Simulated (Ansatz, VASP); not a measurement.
# Ta10Te (Te/Ta(100)) in two plane-wave programs, part 3 of 3

One calculation is typed for both programs; each brings its own data sets. How far apart do they land? Of the first pair: The structure shown is the start of the Ansatz relaxation below; VASP solves that cell, so the two are compared at the walk's first step.

VASP 6.6.1 and Ansatz 0.2.0.

So far. Step 4 (Side by side): The forces differ by 3.0 meV/Å r.m.s., which is 0.4 % of the r.m.s. force of 0.691 eV/Å (both taken over all components). With vacuum in the cell, a pressure given here is an average over mostly empty space and none of the material.

## 6. VASP: single point, RPBE, relaxed cell, pair 2

Level of this step: RPBE; plane waves and PAW (Ta_pv, Te) (VASP).

The same cell, functional, mesh and smearing now go to VASP, with its own data sets.

The input, INCAR:

```
SYSTEM = Ta10Te
PREC = Accurate
ENCUT = 400
EDIFF = 1E-06
NELM = 120
ISMEAR = -1
SIGMA = 0.1
LREAL = .FALSE.
ALGO = Normal
GGA = RP
NBANDS = 143
LASPH = .TRUE.
LORBIT = 11
LWAVE = .FALSE.
LCHARG = .FALSE.
ISIF = 2
LDIPOL = .TRUE.
IDIPOL = 3
DIPOL = 0.5 0.5 0.477
LVHAR = .TRUE.
GGA_COMPAT = .FALSE.
NELMDL = -8
KPAR = 4
```

The input, POSCAR:

```
Ta10Te
1.0
    6.6200000000      0.0000000000      0.0000000000
    0.0000000000      6.6200000000      0.0000000000
    0.0000000000      0.0000000000     26.7582090927
Ta Te
20 2
Direct
    0.0000000000      0.0000000000      0.3363453798
    0.2500000000      0.2500000000      0.3981955580
    0.0000000000      0.0000000000      0.4615417047
    0.2500000000      0.2500000000      0.5234185854
    0.0000000000      0.0000000000      0.5819595879
    0.0000000000      0.5000000000      0.3363453798
    0.2500000000      0.7500000000      0.3981955580
    0.0000000000      0.5000000000      0.4615417047
    0.2500000000      0.7500000000      0.5254349771
    0.0000000000      0.5000000000      0.5819595879
    0.5000000000      0.0000000000      0.3363453798
    0.7500000000      0.2500000000      0.3981955580
    0.5000000000      0.0000000000      0.4615417047
    0.7500000000      0.2500000000      0.5254349771
    0.5000000000      0.0000000000      0.5819595879
    0.5000000000      0.5000000000      0.3363453798
    0.7500000000      0.7500000000      0.3981955580
    0.5000000000      0.5000000000      0.4615417047
    0.7500000000      0.7500000000      0.5234185854
    0.5000000000      0.5000000000      0.5819595879
    0.2500000000      0.2500000000      0.6465354862
    0.7500000000      0.7500000000      0.6465354862
```

The input, KPOINTS:

```
Automatic mesh
0
Gamma
5 5 1
0 0 0
```

PAW data sets: Ta_pv and Te (PBE family, release 64).

On the command line:

```console
mpirun -np 4 vasp_std
```

Numbers of over 12 decimals in the logs are rounded to 6 here.

Log:

```text
[banner, memory and clock lines left out]
running    4 mpi-ranks, on    1 nodes
[...]
[... a notice as in an earlier step ...]

 [... a notice as in an earlier step ...]

 LDA part: xc-table for (Slater+PW92), standard interpolation
 POSCAR, INCAR and KPOINTS ok, starting setup
[...]
entering main loop
       N       E                     dE             d eps       ncg     rms          rms(c)
DAV:   1     0.168747388866E+04    0.16875E+04   -0.11483E+05  2212   0.115E+03
DAV:   2    -0.142129894419E+03   -0.18296E+04   -0.17868E+04  1982   0.333E+02
DAV:   3    -0.241797640493E+03   -0.99668E+02   -0.95564E+02  2104   0.649E+01
DAV:   4    -0.247646467214E+03   -0.58488E+01   -0.57413E+01  2376   0.129E+01
[...]
DAV:  35    -0.224692059326E+03   -0.52150E-05   -0.29177E-07  1248   0.950E-04    0.794E-04
DAV:  36    -0.224692062195E+03   -0.28690E-05   -0.21680E-07  1248   0.650E-04    0.409E-04
DAV:  37    -0.224692063122E+03   -0.92699E-06   -0.95674E-08  1176   0.487E-04
   1 F= -.22469206E+03 E0= -.22435297E+03  d E =-.678179E+00
```

From OUTCAR (step 6):

```text
  Total       -4.4547173     -4.4547173     -7.4592993     -0.0000000      0.0000000      0.0000000
  in kB       -6.0863610     -6.0863610    -10.1914409     -0.0000000      0.0000000      0.0000000
  external PRESSURE =      -7.4547210 kB  Pullay stress =       0.0000000 kB

 POSITION                                       TOTAL-FORCE (eV/Angst)
 -----------------------------------------------------------------------------------
      0.00000      0.00000      9.00000        -0.000000     -0.000000      1.129877
      1.65500      1.65500     10.65500        -0.000000     -0.000000     -1.134523
      0.00000      0.00000     12.35003        -0.000000     -0.000000     -0.001835
      1.65500      1.65500     14.00574         0.000000     -0.000000      0.007325
      0.00000      0.00000     15.57220        -0.000000     -0.000000     -0.003638
      0.00000      3.31000      9.00000         0.000000      0.000000      1.129877
      1.65500      4.96500     10.65500        -0.000000     -0.000000     -1.154364
      0.00000      3.31000     12.35003        -0.000000      0.000000     -0.001835
      1.65500      4.96500     14.05970        -0.000000     -0.000000      0.016196
      0.00000      3.31000     15.57220        -0.000000     -0.000000     -0.003638
      3.31000      0.00000      9.00000        -0.000000     -0.000000      1.129877
      4.96500      1.65500     10.65500        -0.000000     -0.000000     -1.154364
      3.31000      0.00000     12.35003        -0.000000     -0.000000     -0.001835
      4.96500      1.65500     14.05970         0.000000      0.000000      0.016196
[...]
-----------------------------------------------------------------------------------
    total drift:                                0.000000      0.000000      0.002549

  FREE ENERGIE OF THE ION-ELECTRON SYSTEM (eV)
  ---------------------------------------------------
  free  energy   TOTEN  =      -224.6920631223 eV

  energy  without entropy=     -224.0138844111  energy(sigma->0) =     -224.35297377

[... 2 parts as in an earlier step ...]

[... 1 further part left out ...]
[key lines of the parts left out:]
E-fermi :  -0.1735
```

## 7. Differences

What differs besides the data sets and the points named for the pairs above, as far as they apply: the data sets hold 292 valence electrons in Ansatz (on its default PAW (the set named soft_2) files) and 232 in VASP. Total energies have different zeros and are not compared.

Both answers:

| quantity | Ansatz | VASP | difference |
| --- | --- | --- | --- |
| work function, lower of the two faces (eV) | 3.85 | 3.85 | 0.00 |
| work function, higher of the two faces (eV) | 3.88 | 3.88 | 0.00 |

Forces on 9 of the 22 atoms, those with the largest forces and the largest differences (eV/Å; atoms numbered as in POSCAR):

| atom | Ansatz x, y, z | VASP x, y, z |
| --- | --- | --- |
| Ta1 | 0.000, 0.000, 1.129 | 0.000, 0.000, 1.130 |
| Ta2 | 0.000, 0.000, -1.126 | 0.000, 0.000, -1.135 |
| Ta7 | 0.000, 0.000, -1.146 | 0.000, 0.000, -1.154 |
| Ta9 | 0.000, 0.000, 0.008 | 0.000, 0.000, 0.016 |
| Ta11 | 0.000, 0.000, 1.129 | 0.000, 0.000, 1.130 |
| Ta12 | 0.000, 0.000, -1.146 | 0.000, 0.000, -1.154 |
| Ta14 | 0.000, 0.000, 0.008 | 0.000, 0.000, 0.016 |
| Ta16 | 0.000, 0.000, 1.129 | 0.000, 0.000, 1.130 |
| Ta17 | 0.000, 0.000, -1.126 | 0.000, 0.000, -1.135 |

The forces differ by 2.9 meV/Å r.m.s., which is 0.7 % of the r.m.s. force of 0.396 eV/Å (both taken over all components). With vacuum in the cell, a pressure given here is an average over mostly empty space and none of the material.

## 8. Ansatz: relaxation, RPBE

This run makes the geometry at which the two programs are then compared. This pair takes another cell of the material, with 21 atoms against 22 for the pair before.

The structure compared here is the end of the Ansatz relaxation.

The input, input.yaml:

```yaml
crystal:
  lattice:
    - [6.62, 0.0, 0.0]
    - [0.0, 6.62, 0.0]
    - [0.0, 0.0, 26.7582090927]
  atoms:
    - { symbol: Ta, position: [0.0, 0.0, 0.3363453798] }
    - { symbol: Ta, position: [0.25, 0.25, 0.398195558] }
    - { symbol: Ta, position: [0.0, 0.0, 0.4614032485] }
    - { symbol: Ta, position: [0.25, 0.25, 0.5252729706] }
    - { symbol: Ta, position: [0.0, 0.0, 0.5802503262] }
    - { symbol: Ta, position: [0.0, 0.5, 0.3363453798] }
    - { symbol: Ta, position: [0.25, 0.75, 0.398195558] }
    - { symbol: Ta, position: [0.0, 0.5, 0.4614032485] }
    - { symbol: Ta, position: [0.25, 0.75, 0.5252729706] }
    - { symbol: Ta, position: [0.0, 0.5, 0.5802503262] }
    - { symbol: Ta, position: [0.5, 0.0, 0.3363453798] }
    - { symbol: Ta, position: [0.75, 0.25, 0.398195558] }
    - { symbol: Ta, position: [0.5, 0.0, 0.4614032485] }
    - { symbol: Ta, position: [0.75, 0.25, 0.5252729706] }
    - { symbol: Ta, position: [0.5, 0.0, 0.5802503262] }
    - { symbol: Ta, position: [0.5, 0.5, 0.3363453798] }
    - { symbol: Ta, position: [0.75, 0.75, 0.398195558] }
    - { symbol: Ta, position: [0.5, 0.5, 0.4614032485] }
    - { symbol: Ta, position: [0.75, 0.75, 0.5252729706] }
    - { symbol: Ta, position: [0.5, 0.5, 0.5802503262] }
    - { symbol: Te, position: [0.25, 0.25, 0.6636546202] }
kpoints:
  mp_grid: { grid: [5, 5, 1] }
hamiltonian:
  xc: rpbe
scf:
  occupations: { method: fermi_dirac, width: 0.1 }
  convergence: { dr2_threshold: 1.0e-08 }
efield:
  axis: 3
  dipole_correction: true
  ramp_position: 0.97
  ramp_width: 0.06
relax:
  f_tol: 0.02
  max_steps: 60
  constraints: [{ sites: [0, 1, 5, 6, 10, 11, 15, 16] }]
output:
  bader: true
  dos: { projected: true, e_range: [-8, 4] }
  write_potential: true
  write_density: true
  volumetric_format: npy
  elf: true
```

On the command line:

```console
ansatz run input.yaml --threads 4 --pin off --max-ram 12288MiB --backend cpu --events-out ev --progress --plain --runs-dir out
```

Log:

```text
[...]
Crystal: 21 atoms, lattice volume = 1172.662 Å³
Basis set: ecut = 420 eV, 22841 PW (Γ), exchange–correlation on 90×90×360 points (8 copies of the dense FFT grid, shifted against one another)
Bands: 166, of which v1, the nominal top of the filled ones, is band 138 counted from 1 (137 counted from 0)
Symmetry: 8 space group operations
[...]
k-points: 6 of 25
[...]
- { symbol: Ta, position: [0.512206, 0.512206, 0.581788] }
    - { symbol: Te, position: [0.25, 0.25, 0.642781] }
--- Bader charges: 21 sites ---
  site symbol  charge [e]  shift [e]
     0     Ta     -0.1370     0.0000
     1     Ta      0.0699     0.0000
     2     Ta      0.1430     0.0000
     3     Ta      0.2219     0.0000
     4     Ta      0.0595     0.0000
     5     Ta     -0.1370     0.0000
     6     Ta      0.0606     0.0000
     7     Ta      0.1430     0.0000
[...]
17     Ta      0.1430     0.0000
    18     Ta     -0.0363     0.0001
    19     Ta      0.0594     0.0000
    20     Te     -0.8977     0.0000
  estimated error of the sums over rays = 1.2e-3 e
```

## 9. VASP: single point, RPBE, relaxed cell, pair 3

The same cell, functional, mesh and smearing now go to VASP, with its own data sets.

Edit INCAR of step 6 so:

```diff
@@ -1,2 +1,2 @@
-SYSTEM = Ta10Te
+SYSTEM = Ta20Te
 PREC = Accurate
@@ -10,3 +10,3 @@
 GGA = RP
-NBANDS = 143
+NBANDS = 140
 LASPH = .TRUE.
@@ -18,3 +18,3 @@
 IDIPOL = 3
-DIPOL = 0.5 0.5 0.477
+DIPOL = 0.5 0.5 0.469
 LVHAR = .TRUE.
```

The input, POSCAR:

```
Ta20Te
1.0
    6.6200000000      0.0000000000      0.0000000000
    0.0000000000      6.6200000000      0.0000000000
    0.0000000000      0.0000000000     26.7582090927
Ta Te
20 1
Direct
    0.0000000000      0.0000000000      0.3363453798
    0.2500000000      0.2500000000      0.3981955580
    0.0025888166      0.0025888166      0.4613834973
    0.2500000000      0.2500000000      0.5262959495
    0.9877939428      0.9877939428      0.5817877358
    0.0000000000      0.5000000000      0.3363453798
    0.2500000000      0.7500000000      0.3981955580
    0.0025888166      0.4974111834      0.4613834973
    0.2500000000      0.7500000000      0.5257809788
    0.9877939428      0.5122060572      0.5817877358
    0.5000000000      0.0000000000      0.3363453798
    0.7500000000      0.2500000000      0.3981955580
    0.4974111834      0.0025888166      0.4613834973
    0.7500000000      0.2500000000      0.5257809788
    0.5122060572      0.9877939428      0.5817877358
    0.5000000000      0.5000000000      0.3363453798
    0.7500000000      0.7500000000      0.3981955580
    0.4974111834      0.4974111834      0.4613834973
    0.7500000000      0.7500000000      0.5214590566
    0.5122060572      0.5122060572      0.5817877358
    0.2500000000      0.2500000000      0.6427811037
```

KPOINTS is that of step 6.

On the command line:

```console
mpirun -np 4 vasp_std
```

Log:

```text
[banner, memory and clock lines left out]
running    4 mpi-ranks, on    1 nodes
[...]
[... a notice as in an earlier step ...]

 [... a notice as in an earlier step ...]

 LDA part: xc-table for (Slater+PW92), standard interpolation
 POSCAR, INCAR and KPOINTS ok, starting setup
[...]
entering main loop
       N       E                     dE             d eps       ncg     rms          rms(c)
DAV:   1     0.164758586388E+04    0.16476E+04   -0.11244E+05  2168   0.114E+03
DAV:   2    -0.146484592633E+03   -0.17941E+04   -0.17495E+04  1976   0.334E+02
DAV:   3    -0.237255187947E+03   -0.90771E+02   -0.87135E+02  2008   0.640E+01
DAV:   4    -0.243093727607E+03   -0.58385E+01   -0.57183E+01  2336   0.128E+01
[...]
DAV:  35    -0.219164136889E+03   -0.15909E-05   -0.11450E-07  1024   0.859E-04    0.652E-04
DAV:  36    -0.219164138365E+03   -0.14756E-05   -0.14738E-07  1136   0.542E-04    0.396E-04
DAV:  37    -0.219164138687E+03   -0.32210E-06   -0.39666E-08   960   0.365E-04
   1 F= -.21916414E+03 E0= -.21882962E+03  d E =-.669038E+00
```

OUTCAR, selected parts (step 9):

```text
  Total       -8.6939938     -8.6939938     -7.8076890      0.0000000     -0.0000000      0.0000000
  in kB      -11.8783711    -11.8783711    -10.6674365      0.0000000     -0.0000000      0.0000000
  external PRESSURE =     -11.4747262 kB  Pullay stress =       0.0000000 kB

 POSITION                                       TOTAL-FORCE (eV/Angst)
 -----------------------------------------------------------------------------------
      0.00000      0.00000      9.00000        -0.023934     -0.023934      1.154787
      1.65500      1.65500     10.65500        -0.000000      0.000000     -1.220777
      0.01714      0.01714     12.34580         0.006818      0.006818      0.012730
      1.65500      1.65500     14.08274        -0.000000      0.000000     -0.007867
      6.53920      6.53920     15.56760        -0.003866     -0.003866      0.001156
      0.00000      3.31000      9.00000        -0.023934      0.023934      1.154787
      1.65500      4.96500     10.65500        -0.000000      0.000000     -1.140605
      0.01714      3.29286     12.34580         0.006818     -0.006818      0.012730
      1.65500      4.96500     14.06896        -0.000000      0.000000      0.000057
      6.53920      3.39080     15.56760        -0.003866      0.003866      0.001156
      3.31000      0.00000      9.00000         0.023934     -0.023934      1.154787
      4.96500      1.65500     10.65500        -0.000000      0.000000     -1.140605
      3.29286      0.01714     12.34580        -0.006818      0.006818      0.012730
      4.96500      1.65500     14.06896        -0.000000      0.000000      0.000057
[...]
-----------------------------------------------------------------------------------
    total drift:                                0.000000      0.000000      0.002595

  FREE ENERGIE OF THE ION-ELECTRON SYSTEM (eV)
  ---------------------------------------------------
  free  energy   TOTEN  =      -219.1641386869 eV

  energy  without entropy=     -218.4951005628  energy(sigma->0) =     -218.82961962

[... 1 part as in an earlier step ...]

[... 2 further parts left out ...]
[key lines of the parts left out:]
E-fermi :  -0.4092
```

## 10. Side by side

What differs besides the data sets and the points named for the pairs above, as far as they apply: the data sets hold 276 valence electrons in Ansatz (on its default PAW (the set named soft_2) files) and 226 in VASP. Total energies have different zeros and are not compared.

Both answers:

| quantity | Ansatz | VASP | difference |
| --- | --- | --- | --- |
| work function, lower of the two faces (eV) | 3.79 | 3.80 | 0.00 |
| work function, higher of the two faces (eV) | 3.84 | 3.84 | 0.00 |

Forces on 8 of the 21 atoms, those with the largest forces and the largest differences (eV/Å; atoms numbered as in POSCAR):

| atom | Ansatz x, y, z | VASP x, y, z |
| --- | --- | --- |
| Ta1 | -0.024, -0.024, 1.154 | -0.024, -0.024, 1.155 |
| Ta2 | 0.000, 0.000, -1.212 | 0.000, 0.000, -1.221 |
| Ta6 | -0.024, 0.024, 1.154 | -0.024, 0.024, 1.155 |
| Ta7 | 0.000, 0.000, -1.133 | 0.000, 0.000, -1.141 |
| Ta11 | 0.024, -0.024, 1.154 | 0.024, -0.024, 1.155 |
| Ta16 | 0.024, 0.024, 1.154 | 0.024, 0.024, 1.155 |
| Ta17 | 0.000, 0.000, -1.157 | 0.000, 0.000, -1.165 |
| Te21 | 0.000, 0.000, -0.001 | 0.000, 0.000, 0.008 |

The forces differ by 2.9 meV/Å r.m.s., which is 0.7 % of the r.m.s. force of 0.414 eV/Å (both taken over all components). With vacuum in the cell, a pressure given here is an average over mostly empty space and none of the material.

## 11. What came out

| Quantity | Value |
| --- | --- |
| r.m.s. force difference (single point, RPBE, start cell, pair 1) | 0.43 % of the r.m.s. force |
| r.m.s. force difference (single point, RPBE, relaxed cell, pair 2) | 0.72 % of the r.m.s. force |
| r.m.s. force difference (single point, RPBE, relaxed cell, pair 3) | 0.70 % of the r.m.s. force |

What this shows: The r.m.s. force difference is 0.72 % of the r.m.s. force (single point, RPBE, relaxed cell, pair 2), within the 3 % picked in this series as the mark of a large difference. The data sets hold unlike numbers of valence electrons (292 in Ansatz and 232 in VASP and 276 in Ansatz and 226 in VASP), so part of the differences comes from the potentials. 1 further run of this series is not shown here. How closely two codes agree says nothing of how well the functional describes the real material.

[Lines on the potential files, build, host, timing and source positions are cut from VASP's logs without a mark.]

[Logs are printed without paths, hosts, clocks, repeated set-up lines and the standing remarks that a program may print on its own settings, such as how far it seeks lower states.]

[Hosts, paths, dates, database ids (printed as entryN), source tags and the programs' standing remarks are cut or masked in the printed files.]
